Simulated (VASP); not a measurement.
Input:

```
AlN
1.0
    1.56009    -2.70216     0.00000
    1.56009     2.70216     0.00000
    0.00000     0.00000     4.99587
Al N
2 2
Direct
  0.66667   0.33333   0.50004
  0.33333   0.66667   0.00004
  0.66667   0.33333   0.88196
  0.33333   0.66667   0.38196
```

Calculation: TPSS meta-GGA, VASP's PBE PAW potentials (set 64) (plane waves; VASP 6.6.1). Settings: 520 eV cut-off, 9×9×5 Γ-centred mesh, tetrahedra with Blöchl corrections, potentials Al N.

The cores are frozen, which limits the accuracy of field gradients.

### Question
Give the principal components of the electric field gradient (V/Å²) and the asymmetry η at each nucleus.

### Answer

```json
[
 {"atom": "Al1", "Vxx": "-2.4", "Vyy": "-2.4", "Vzz": "4.9", "η": "0.00"},
 {"atom": "Al2", "Vxx": "-2.4", "Vyy": "-2.4", "Vzz": "4.9", "η": "0.00"},
 {"atom": "N3", "Vxx": "-0.1", "Vyy": "-0.1", "Vzz": "0.2", "η": "-"},
 {"atom": "N4", "Vxx": "-0.1", "Vyy": "-0.1", "Vzz": "0.2", "η": "-"}
]
```

The compound is AlN in the wurtzite structure. It was relaxed first.
